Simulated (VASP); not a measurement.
Computed with r2SCAN meta-GGA, VASP's PBE PAW potentials (set 64) (plane waves; VASP).

Input for VASP

POSCAR:
```
TiO
1
    2.9824494706    -0.0000000000    -0.0000000000
   -1.4912247353     2.5828769907    -0.0000000000
    0.0000000000    -0.0000000000     5.9921475566
Ti O
2 2
Direct
  0.3333330000   0.6666670000   0.0298285022
  0.6666670000   0.3333330000   0.5298285022
  0.3333330000   0.6666670000   0.3451714978
  0.6666670000   0.3333330000   0.8451714978
```

File KPOINTS:
```
kpoints
0
Gamma
 8 8 4
0 0 0
```

**INCAR**
```
SYSTEM = TiO
PREC = Accurate
ENCUT = 520
EDIFF = 1E-6
NELM = 100
ALGO = Normal
LREAL = .FALSE.
LASPH = .TRUE.
ISMEAR = 0
SIGMA = 0.05
METAGGA = R2SCAN
LMIXTAU = .TRUE.
LMAXMIX = 4
LWAVE = .FALSE.
LCHARG = .FALSE.
IBRION = 2
ISIF = 3
NSW = 60
EDIFFG = -0.02
```

POTCAR, in this order: Ti_sv O (PBE.64 set). Program: vasp_std.

What VASP printed:

File OSZICAR:
```
       N       E                     dE             d eps       ncg     rms          rms(c)
DAV:   1     0.480785655965E+03    0.48079E+03   -0.19916E+04  1320   0.207E+03
DAV:   2     0.142100531138E+02   -0.46658E+03   -0.45827E+03  1356   0.592E+02
DAV:   3    -0.610650149663E+02   -0.75275E+02   -0.74827E+02  2358   0.210E+02
DAV:   4    -0.655940045967E+02   -0.45290E+01   -0.45238E+01  1834   0.463E+01
DAV:   5    -0.658200619135E+02   -0.22606E+00   -0.22604E+00  1874   0.938E+00    0.238E+01
DAV:   6    -0.509599526226E+02    0.14860E+02   -0.54226E+01  1758   0.870E+01    0.736E+00
DAV:   7    -0.470677567292E+02    0.38922E+01   -0.40288E+00  1876   0.164E+01    0.388E+00
DAV:   8    -0.481269746325E+02   -0.10592E+01   -0.12834E+00  1380   0.109E+01    0.191E+00
DAV:   9    -0.472081484983E+02    0.91883E+00   -0.87826E-01  1368   0.980E+00    0.454E-01
DAV:  10    -0.475717751106E+02   -0.36363E+00   -0.42729E-01  1464   0.520E+00    0.437E-01
DAV:  11    -0.476008830446E+02   -0.29108E-01   -0.28550E-02  1596   0.132E+00    0.261E-01
DAV:  12    -0.475903555502E+02    0.10527E-01   -0.19176E-02  1538   0.132E+00    0.230E-01
DAV:  13    -0.475986661596E+02   -0.83106E-02   -0.15567E-02  1344   0.134E+00    0.906E-02
DAV:  14    -0.476011186407E+02   -0.24525E-02   -0.15403E-03  1798   0.341E-01    0.436E-02
DAV:  15    -0.476034488034E+02   -0.23302E-02   -0.12935E-03  1446   0.315E-01    0.232E-02
DAV:  16    -0.476034998573E+02   -0.51054E-04   -0.10125E-04  2040   0.904E-02    0.123E-02
DAV:  17    -0.476034767494E+02    0.23108E-04   -0.69857E-06  1482   0.276E-02    0.105E-02
DAV:  18    -0.476035153900E+02   -0.38641E-04   -0.22112E-05  1704   0.389E-02    0.566E-03
DAV:  19    -0.476035202965E+02   -0.49065E-05   -0.11632E-05  1356   0.283E-02    0.348E-03
DAV:  20    -0.476035209663E+02   -0.66973E-06   -0.52445E-07   834   0.844E-03
   1 F= -.47603521E+02 E0= -.47603521E+02  d E =-.476035E+02
       N       E                     dE             d eps       ncg     rms          rms(c)
DAV:   1    -0.484046809653E+02   -0.80116E+00   -0.26348E+01  1772   0.714E+01    0.763E+00
DAV:   2    -0.476663849282E+02    0.73830E+00   -0.37912E+00  1490   0.214E+01    0.305E+00
DAV:   3    -0.475558356773E+02    0.11055E+00   -0.11298E+00  1620   0.749E+00    0.647E-01
DAV:   4    -0.475726579715E+02   -0.16822E-01   -0.18205E-01  1710   0.299E+00    0.421E-01
DAV:   5    -0.475878794296E+02   -0.15221E-01   -0.11558E-02  2132   0.827E-01    0.272E-01
DAV:   6    -0.475964624938E+02   -0.85831E-02   -0.30490E-02  1774   0.104E+00    0.200E-01
DAV:   7    -0.475991294465E+02   -0.26670E-02   -0.30587E-03  1700   0.379E-01    0.152E-01
DAV:   8    -0.476001166936E+02   -0.98725E-03   -0.11593E-03  1746   0.260E-01    0.445E-02
DAV:   9    -0.476002297367E+02   -0.11304E-03   -0.19762E-04  2022   0.117E-01    0.177E-02
DAV:  10    -0.476002358121E+02   -0.60754E-05   -0.10736E-04  1878   0.907E-02    0.805E-03
DAV:  11    -0.476002694271E+02   -0.33615E-04   -0.18827E-05  1474   0.549E-02    0.639E-03
DAV:  12    -0.476002641463E+02    0.52808E-05   -0.39442E-06  1284   0.244E-02    0.156E-03
DAV:  13    -0.476002668966E+02   -0.27503E-05   -0.43259E-07   762   0.719E-03    0.984E-04
DAV:  14    -0.476002646000E+02    0.22966E-05   -0.24826E-07   732   0.511E-03    0.492E-04
DAV:  15    -0.476002664217E+02   -0.18216E-05   -0.11474E-07   708   0.353E-03    0.256E-04
DAV:  16    -0.476002666986E+02   -0.27693E-06   -0.44818E-08   696   0.236E-03
   2 F= -.47600267E+02 E0= -.47600267E+02  d E =0.325427E-02
       N       E                     dE             d eps       ncg     rms          rms(c)
DAV:   1    -0.478444502396E+02   -0.24418E+00   -0.70796E+00  1850   0.363E+01    0.408E+00
DAV:   2    -0.476386418869E+02    0.20581E+00   -0.93712E-01  1482   0.107E+01    0.156E+00
DAV:   3    -0.476185079863E+02    0.20134E-01   -0.29674E-01  1690   0.394E+00    0.339E-01
DAV:   4    -0.476149875227E+02    0.35205E-02   -0.42333E-02  1718   0.135E+00    0.214E-01
DAV:   5    -0.476212478621E+02   -0.62603E-02   -0.43934E-03  2152   0.491E-01    0.131E-01
DAV:   6    -0.476237028720E+02   -0.24550E-02   -0.57239E-03  1758   0.438E-01    0.996E-02
DAV:   7    -0.476242426820E+02   -0.53981E-03   -0.97568E-04  1836   0.214E-01    0.555E-02
DAV:   8    -0.476245092221E+02   -0.26654E-03   -0.38515E-04  1824   0.112E-01    0.312E-02
DAV:   9    -0.476245090387E+02    0.18338E-06   -0.59265E-05  1828   0.638E-02    0.662E-03
DAV:  10    -0.476245346196E+02   -0.25581E-04   -0.28566E-05  1816   0.480E-02    0.252E-03
DAV:  11    -0.476245270489E+02    0.75707E-05   -0.39654E-06  1276   0.192E-02    0.760E-04
DAV:  12    -0.476245338226E+02   -0.67737E-05   -0.53924E-07   774   0.775E-03    0.820E-04
DAV:  13    -0.476245302691E+02    0.35535E-05   -0.13062E-07   696   0.389E-03    0.352E-04
DAV:  14    -0.476245312312E+02   -0.96209E-06   -0.40176E-08   678   0.206E-03
   3 F= -.47624531E+02 E0= -.47624531E+02  d E =-.210103E-01
       N       E                     dE             d eps       ncg     rms          rms(c)
DAV:   1    -0.476216097636E+02    0.29205E-02   -0.75795E-01  1524   0.138E+01    0.391E-01
DAV:   2    -0.476260831817E+02   -0.44734E-02   -0.77100E-02  1524   0.262E+00    0.223E-01
DAV:   3    -0.476258859911E+02    0.19719E-03   -0.74007E-03  2014   0.834E-01    0.893E-02
DAV:   4    -0.476258955854E+02   -0.95943E-05   -0.12508E-03  1564   0.338E-01    0.459E-02
DAV:   5    -0.476260116233E+02   -0.11604E-03   -0.61627E-04  1898   0.283E-01    0.216E-02
DAV:   6    -0.476261470651E+02   -0.13544E-03   -0.18942E-04  1902   0.147E-01    0.146E-02
DAV:   7    -0.476261660301E+02   -0.18965E-04   -0.23259E-05  1578   0.405E-02    0.689E-03
DAV:   8    -0.476261689709E+02   -0.29409E-05   -0.89279E-06  1614   0.244E-02    0.180E-03
DAV:   9    -0.476261727674E+02   -0.37964E-05   -0.24547E-06  1006   0.218E-02    0.786E-04
DAV:  10    -0.476261720035E+02    0.76387E-06   -0.38524E-07   744   0.770E-03
   4 F= -.47626172E+02 E0= -.47626172E+02  d E =-.164077E-02
       N       E                     dE             d eps       ncg     rms          rms(c)
DAV:   1    -0.476261670067E+02    0.57607E-05   -0.16440E-03  1524   0.645E-01    0.183E-02
DAV:   2    -0.476261779930E+02   -0.10986E-04   -0.16658E-04  1518   0.121E-01    0.105E-02
DAV:   3    -0.476261765126E+02    0.14804E-05   -0.15731E-05  1986   0.388E-02    0.409E-03
DAV:   4    -0.476261769543E+02   -0.44174E-06   -0.25805E-06   974   0.160E-02
   5 F= -.47626177E+02 E0= -.47626177E+02  d E =-.164572E-02
       N       E                     dE             d eps       ncg     rms          rms(c)
DAV:   1    -0.476325167868E+02   -0.63403E-02   -0.50894E-01  1350   0.910E+00    0.604E-01
DAV:   2    -0.476288415265E+02    0.36753E-02   -0.47252E-02  1394   0.202E+00    0.362E-01
DAV:   3    -0.476274219432E+02    0.14196E-02   -0.18690E-02  1898   0.121E+00    0.150E-01
DAV:   4    -0.476269959062E+02    0.42604E-03   -0.37133E-03  1720   0.593E-01    0.634E-02
DAV:   5    -0.476272845410E+02   -0.28863E-03   -0.76831E-04  1622   0.318E-01    0.274E-02
DAV:   6    -0.476272217664E+02    0.62775E-04   -0.25767E-04  1536   0.165E-01    0.172E-02
DAV:   7    -0.476272550672E+02   -0.33301E-04   -0.27961E-05  1632   0.444E-02    0.816E-03
DAV:   8    -0.476272539661E+02    0.11011E-05   -0.99440E-06  1498   0.297E-02    0.317E-03
DAV:   9    -0.476272663586E+02   -0.12392E-04   -0.15457E-06   804   0.148E-02    0.134E-03
DAV:  10    -0.476272531231E+02    0.13235E-04   -0.95576E-07   702   0.108E-02    0.662E-04
DAV:  11    -0.476272589751E+02   -0.58520E-05   -0.28728E-07   696   0.623E-03    0.612E-04
DAV:  12    -0.476272584721E+02    0.50296E-06   -0.64415E-08   678   0.273E-03
   6 F= -.47627258E+02 E0= -.47627258E+02  d E =-.108152E-02
```

File OUTCAR:
```
------------------------ aborting loop because EDIFF is reached ----------------------------------------
  FORCE on cell =-STRESS in cart. coord.  units (eV):
  Direction    XX          YY          ZZ          XY          YZ          ZX
  --------------------------------------------------------------------------------------
  Total       -0.0260814     -0.0260814     -0.0039967      0.0000000      0.0000000      0.0000000
  in kB       -0.8878388     -0.8878388     -0.1360531      0.0000000      0.0000000      0.0000000
  external PRESSURE =      -0.6372436 kB  Pullay stress =       0.0000000 kB
  volume of cell :       47.07
      direct lattice vectors                 reciprocal lattice vectors
     2.986477750  0.000000000  0.000000000     0.334842609  0.193321471 -0.000000000
    -1.493238875  2.586365583 -0.000000000    -0.000000000  0.386642943  0.000000000
     0.000000000 -0.000000000  6.093387969    -0.000000000  0.000000000  0.164112314
 POSITION                                       TOTAL-FORCE (eV/Angst)
 -----------------------------------------------------------------------------------
     -0.00000      1.72424      0.19361         0.000000     -0.000000     -0.003724
      1.49324      0.86212      3.24030        -0.000000      0.000000     -0.003724
     -0.00000      1.72424      2.09141        -0.000000      0.000000      0.003724
      1.49324      0.86212      5.13811         0.000000      0.000000      0.003724
 -----------------------------------------------------------------------------------
    total drift:                               -0.003947      0.002279      0.003750
  FREE ENERGIE OF THE ION-ELECTRON SYSTEM (eV)
  ---------------------------------------------------
  free  energy   TOTEN  =       -47.6272584721 eV

  energy  without entropy=      -47.6272584721  energy(sigma->0) =      -47.62725847

 reached required accuracy - stopping structural energy minimisation
```
(Selected blocks of OUTCAR.)

### CONTCAR
```
TiO
   1.00000000000000
     2.9864777495032091    0.0000000000000000    0.0000000000000000
    -1.4932388747516046    2.5863655825002434   -0.0000000000000000
     0.0000000000000000   -0.0000000000000000    6.0933879689180763
  Ti              O
     2     2
Direct
     0.3333330000000032    0.6666669999999968    0.0317734202435489
     0.6666669999999968    0.3333330000000032    0.5317734202435489
     0.3333330000000032    0.6666669999999968    0.3432265797564511
     0.6666669999999968    0.3333330000000032    0.8432265797564511
```

The structure was generated: TiO was put into the wurtzite type (P6_3mc), which need not be its known phase. This run relaxes it. Symmetry was kept, so distortions that lower it aren't found. The start is the result of an earlier pass.
